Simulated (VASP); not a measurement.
These are TPSS meta-GGA, VASP's PBE PAW potentials (set 64) (plane waves; VASP) values and carry that method's errors.

A VASP calculation is set up with these files.

File POSCAR:
```
TiAl
1
    2.8300000000     0.0000000000     0.0000000000
    0.0000000000     2.8300000000     0.0000000000
    0.0000000000     0.0000000000     4.0700000000
Ti Al
1 1
Direct
  0.0000000000   0.0000000000   0.0000000000
  0.5000000000   0.5000000000   0.5000000000
```

INCAR:
```
SYSTEM = TiAl
PREC = Accurate; ENCUT = 520; LREAL = .FALSE.
LASPH = .TRUE.
EDIFF = 1E-6; NELM = 100; ALGO = Normal
LMAXMIX = 4; LMIXTAU = .TRUE.
ISMEAR = 1; SIGMA = 0.1
METAGGA = TPSS
IBRION = 2; NSW = 60; ISIF = 3
EDIFFG = -0.01
LWAVE = .FALSE.; LCHARG = .FALSE.
```

### KPOINTS
```
Automatic mesh
0
Gamma
12 12 8
0 0 0
```

POTCAR, in this order: Ti_sv Al (PBE.64 set). Program: vasp_std.

Energy and stress use the plane-wave basis of the starting cell.

Question: What does the run give for the energy per atom (σ→0), volume per atom, band gap (on the k-mesh)?

Answer: 
```yaml
energy per atom (σ→0): -11829 meV/atom
band gap (on the k-mesh): none (metal, semimetal or under 0.01 eV)
volume_per_atom: 15.93 Å³/atom
```

**OSZICAR**
```
...
DAV:   6    -0.236579100510E+02   -0.75274E-03   -0.14329E-03  3125   0.647E-01    0.107E-01
DAV:   7    -0.236579495382E+02   -0.39487E-04   -0.11755E-04  3418   0.191E-01    0.578E-02
DAV:   8    -0.236578801453E+02    0.69393E-04   -0.22067E-04  4309   0.105E-01    0.620E-03
DAV:   9    -0.236579063937E+02   -0.26248E-04   -0.23272E-05  3282   0.808E-02    0.155E-02
DAV:  10    -0.236579046844E+02    0.17093E-05   -0.20845E-06  2544   0.241E-02    0.769E-03
DAV:  11    -0.236579030951E+02    0.15893E-05   -0.33462E-07  1567   0.932E-03    0.293E-03
DAV:  12    -0.236579024724E+02    0.62276E-06   -0.24429E-07  1561   0.666E-03
   3 F= -.23657902E+02 E0= -.23658143E+02  d E =-.607885E-02
```

The compound is TiAl in the L1_0 structure. This run relaxes it. Symmetry was kept, so distortions that lower it aren't found. The electron count is odd and the run is not spin-polarised, which forces a metal.
